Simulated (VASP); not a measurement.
Computed with PBE GGA, VASP's PBE PAW potentials (set 64) (plane waves; VASP).

A VASP calculation is set up with these files.

### POSCAR
```
Hf
1
    1.5938310000    -2.7544560000     0.0000000000
    1.5938310000     2.7544560000     0.0000000000
    0.0000000000     0.0000000000     5.0520990000
Hf
2
Direct
  0.3333330000   0.6666670000   0.2500000000
  0.6800790000   0.3467450000   0.7500000000
```

**INCAR**
```
ALGO=Normal
EDIFF=1E-6
ENCUT=400
GGA=PE
ISIF=2
ISMEAR=1
KGAMMA=T
KSPACING=0.4
LASPH=T
LCHARG=F
LMAXMIX=6
LREAL=F
LWAVE=F
NELM=100
PREC=Accurate
SIGMA=0.1
SYSTEM=Hf
```

POTCAR, in this order: Hf_pv (PBE.64 set). Program: vasp_std.

The resulting files:

OSZICAR:
```
       N       E                     dE             d eps       ncg     rms          rms(c)
DAV:   1     0.389333723025E+02    0.38933E+02   -0.10382E+04  1728   0.112E+03
DAV:   2    -0.189200301132E+02   -0.57853E+02   -0.56765E+02  2118   0.237E+02
DAV:   3    -0.205058557229E+02   -0.15858E+01   -0.15731E+01  2232   0.277E+01
DAV:   4    -0.205215122063E+02   -0.15656E-01   -0.15588E-01  1980   0.334E+00
DAV:   5    -0.205217905305E+02   -0.27832E-03   -0.27813E-03  2262   0.337E-01    0.666E+01
DAV:   6    -0.200038586459E+02    0.51793E+00   -0.49435E-01  1746   0.545E+00    0.392E+01
DAV:   7    -0.198232393769E+02    0.18062E+00   -0.82375E-01  1806   0.673E+00    0.184E+00
DAV:   8    -0.198135545557E+02    0.96848E-02   -0.54724E-02  1824   0.180E+00    0.769E-01
DAV:   9    -0.198136560018E+02   -0.10145E-03   -0.12512E-03  2322   0.286E-01    0.240E-01
DAV:  10    -0.198136384391E+02    0.17563E-04   -0.42829E-05  2032   0.532E-02    0.224E-01
DAV:  11    -0.198136428879E+02   -0.44487E-05   -0.52178E-06  2148   0.200E-02    0.203E-02
DAV:  12    -0.198136432765E+02   -0.38860E-06   -0.94122E-07  1290   0.790E-03
   1 F= -.19813643E+02 E0= -.19811900E+02  d E =-.523036E-02
```

**OUTCAR**
```
------------------------ aborting loop because EDIFF is reached ----------------------------------------
  FORCE on cell =-STRESS in cart. coord.  units (eV):
  Direction    XX          YY          ZZ          XY          YZ          ZX
  --------------------------------------------------------------------------------------
  Total        0.3575959      0.3530578      0.4911920     -0.1478097      0.0000000      0.0000000
  in kB       12.9158556     12.7519444     17.7411553     -5.3386764      0.0000000      0.0000000
  external PRESSURE =      14.4696518 kB  Pullay stress =       0.0000000 kB
  volume of cell :       44.36
      direct lattice vectors                 reciprocal lattice vectors
     1.593831000 -2.754456000  0.000000000     0.313709546 -0.181524047  0.000000000
     1.593831000  2.754456000  0.000000000     0.313709546  0.181524047  0.000000000
     0.000000000  0.000000000  5.052099000     0.000000000  0.000000000  0.197937531
 POSITION                                       TOTAL-FORCE (eV/Angst)
 -----------------------------------------------------------------------------------
      1.59383      0.91815      1.26302         0.047205      0.008287     -0.000000
      1.63658     -0.91815      3.78907        -0.047205     -0.008287      0.000000
 -----------------------------------------------------------------------------------
    total drift:                                0.000005     -0.000000     -0.000000
  FREE ENERGIE OF THE ION-ELECTRON SYSTEM (eV)
  ---------------------------------------------------
  free  energy   TOTEN  =       -19.8136432765 eV

  energy  without entropy=      -19.8084129147  energy(sigma->0) =      -19.81189982
```
(Selected blocks of OUTCAR.)

The compound is Hf in the hcp structure. The cell was not relaxed at this level, atoms are displaced from their ideal sites. The run is one of a series of settings (KGAMMA = .TRUE., KSPACING = 0.4, KPOINTS file removed against the base run), some of them coarse on purpose.
